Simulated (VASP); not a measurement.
Be4NiGe:

```
Ge Ni Be
1.0
     0.00000    3.06591    3.06591
     3.06591    0.00000    3.06591
     3.06591    3.06591    0.00000
Ge Ni Be
1 1 4
Direct
  0.00000 0.00000 0.00000
  0.25000 0.25000 0.25000
  0.13021 0.62326 0.62326
  0.62326 0.62326 0.62326
  0.62326 0.62326 0.13021
  0.62326 0.13021 0.62326
```

The cell comes from a database or a generator and needn't be the stable form of this composition.

- Program: VASP 6.6.1
- Task: single point
- Functional: PBE
- Potentials or basis: VASP PAW PBE potentials, release 64 (Ge_d, Ni, Be)
- Cutoff: 520 eV
- k mesh: 8 × 8 × 8
- Occupations: fermi-dirac, width 0.05 eV
- Spin: collinear spin, ferromagnetic start
- Starting moments: [0.0, 1.0, 0.0, 0.0, 0.0, 0.0] μB

On this cell: pressure -0.3 GPa; largest force 0.030 eV/Å; net moment 0.00 μB per cell; band gap on the k mesh none (metal or under the smearing width).

The same run follows on a disturbed copy (atoms moved at random, drawn with an rms of 0.05 Å):

```
Ge Ni Be
1.0
     0.00000    3.06591    3.06591
     3.06591    0.00000    3.06591
     3.06591    3.06591    0.00000
Ge Ni Be
1 1 4
Cartesian
  0.0167 0.0351 0.0438
  1.5402 1.5045 1.5595
  3.7974 2.3514 2.2656
  3.7998 3.8203 3.8307
  2.3135 2.3083 3.8902
  2.3335 3.8507 2.3338
```

What changes?

The energy (extrapolated to zero smearing) moves by +8.1 meV/atom; pressure 0.0 GPa; largest force 0.544 eV/Å; net moment 0.00 μB per cell; band gap on the k mesh none (metal or under the smearing width).

Forces on the atoms (eV/Å):
```
Ge  -0.094 -0.066 -0.187
Ni  -0.022  0.127 -0.006
Be   0.054 -0.258  0.446
Be   0.334  0.089  0.188
Be   0.135  0.153 -0.504
Be  -0.408 -0.045  0.064
```

Stress tensor (GPa, compression positive):
```
-0.33 -0.24  0.12
-0.24 -0.09  0.14
 0.12  0.14  0.38
```
